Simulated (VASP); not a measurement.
Given:

```yaml
crystal:
  lattice:
    - [3.35756, 0.00000, 0.00000]
    - [-1.67878, 2.90773, 0.00000]
    - [0.00000, 0.00000, 6.11427]
  atoms:
    - { symbol: Zr, position: [0.00000, 0.00000, 0.00000] }
    - { symbol: Zr, position: [0.00000, 0.00000, 0.50000] }
    - { symbol: B, position: [0.33333, 0.66667, 0.25000] }
    - { symbol: B, position: [0.66667, 0.33333, 0.75000] }
```

Calculation: PBEsol GGA, VASP's PBE PAW potentials (set 64) (plane waves; VASP 6.6.1). Run with 520 eV cut-off, 12×12×6 Γ-centred mesh, tetrahedra with Blöchl corrections, potentials Zr_sv B.

Task: What does the run give for the energy per atom (σ→0), band gap (on the k-mesh) with the smallest direct gap where there is one?

Result: 
The band gap (on the k-mesh) is none (metal, semimetal or under 0.01 eV) and the energy per atom (σ→0) is -8.028 eV/atom.

Total energies compare only between runs with the same potentials, cut-off and functional.

The structure was generated: ZrB was put into the NiAs type type (P6_3/mmc), which need not be its known phase. It was relaxed first, which changed the volume by -29 %.
